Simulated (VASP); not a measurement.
# BrCIH2: single point with PBE+D4

Molecule: BrCIH2, in a box.

```
Br C I H
1.0
    13.00000    0.00000    0.00000
     0.00000   11.00000    0.00000
     0.00000    0.00000   12.00000
Br C I H
1 1 1 2
Cartesian
  4.8970 5.2504 6.3705
  6.7322 5.4232 5.8340
  8.1290 4.5622 7.1858
  6.9625 6.4798 5.7623
  6.8521 4.9188 4.8822
```

| Property | Result |
| --- | --- |
| Program | VASP 6.6.1 |
| Task | single point |
| Functional | PBE |
| Dispersion | D4 |
| Potentials or basis | VASP PAW PBE potentials, release 64 (Br, C, I, H) |
| Cutoff | 520 eV |
| k mesh | 1 × 1 × 1 |
| Occupations | gaussian, width 0.01 eV |
| Spin | no spin polarisation |
| Further INCAR settings | ALGO = Normal; EDIFF = 1e-06; NBANDS = 18 |

* Largest force: 0.397 eV/Å
* Gap between the frontier levels: 3.99 eV
* Dispersion energy per atom: -0.025 eV

Forces in eV/Å, atoms in the order of the input:
```
Br  -0.387 -0.022  0.088
C    0.069  0.039 -0.082
I    0.245 -0.132  0.203
H    0.048  0.225 -0.010
H    0.025 -0.110 -0.198
```

Levels at points of the mesh, in eV from the valence-band top:
| k point | band 8 | band 9 | band 10 | band 11 | band 12 | band 13 |
| --- | --- | --- | --- | --- | --- | --- |
| (0.00, 0.00, 0.00) | -0.63 | -0.03 | 0.00 | 3.99 | 5.31 | 5.68 |

It took 2.3 min on 1 thread of Intel(R) Xeon(R) Platinum 8488C (Sapphire Rapids) (shared host), peak memory 1.3 GiB.

Caveat: spin-orbit coupling is left out, which moves the levels of the heavy elements. A hybrid or GW would open this gap; PBE tends to underestimate it.
